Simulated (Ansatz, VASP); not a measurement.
**HfTi: VASP beside Ansatz**

```xyz
2
Lattice="3.0861 0.0000 0.0000 -1.5431 2.6727 0.0000 0.0000 0.0000 4.8293" Properties=species:S:1:pos:R:3 pbc="T T T"
Hf    1.5431    0.8909    2.4146
Ti    0.0000    1.7818    0.0000
```

The cell comes from a database or a generator and needn't be the stable form of this composition.

Alike in both runs: task single point; functional LDA; k mesh 12 × 12 × 7; occupations fermi-dirac, width 0.05 eV; no spin polarisation.

|  | VASP | Ansatz |
| --- | --- | --- |
| version | VASP 6.6.1 | Ansatz 0.2.0 |
| potentials or method | VASP PAW LDA potentials, release 64 (Hf_pv, Ti_sv) | plane waves, PAW |
| plane-wave cutoff (eV) | 520 | 420 |
| valence electrons in the cell | 22 | 38 |

Ansatz gave:

* gap on the k mesh at the Fermi level (eV): none
* pressure (GPa): -7.4
* largest component of the traceless stress (GPa): 0.24

Estimate VASP's values.

gap on the k mesh at the Fermi level (eV): none; pressure (GPa): -7.6; largest component of the traceless stress (GPa): 0.22.

A gap of «none» marks a metal or a gap that the smearing closes. The two sets of potentials don't hold the same shells in valence.

Spin-orbit coupling is left out, which matters for the levels of Hf.
